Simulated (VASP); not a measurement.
Data:

```xyz
2
Lattice="2.7547 0.0000 0.0000 0.0000 2.7547 0.0000 0.0000 0.0000 2.7547" Properties=species:S:1:pos:R:3 pbc="T T T"
Al     1.3773     1.3773     1.3773
Co     0.0000     0.0000     0.0000
```

Computed with LDA (Ceperley-Alder, Perdew-Zunger), VASP's LDA PAW potentials (set 64) (plane waves; VASP). Numerical set-up: 500 eV cut-off, 13×13×13 Γ-centred mesh, first-order Methfessel-Paxton smearing of 0.10 eV, potentials Al Co.

Energy and stress use the plane-wave basis of the starting cell.

Question: The ions, cell shape and volume at an external pressure of 20.0 GPa are relaxed. Give the cell that the relaxation ends in.

Answer: 
```xyz
2
Lattice="2.7213 0.0000 0.0000 0.0000 2.7213 0.0000 0.0000 0.0000 2.7213" Properties=species:S:1:pos:R:3 pbc="T T T"
Al     1.3607     1.3607     1.3607
Co     0.0000     0.0000     0.0000
```
Space group Pm-3m (221), at a tolerance of 0.03 Å.

Question: How do energy and volume change from the first to the last step?

Answer: The energy (σ→0) changes by +34.6 meV/atom and the volume by -3.6 %, in 3 ionic steps.

The compound is CoAl in the CsCl type structure. This run relaxes it under an external pressure of 20 GPa. Symmetry was kept, so distortions that lower it aren't found. The run is not spin-polarised, so no magnetic state was tried.
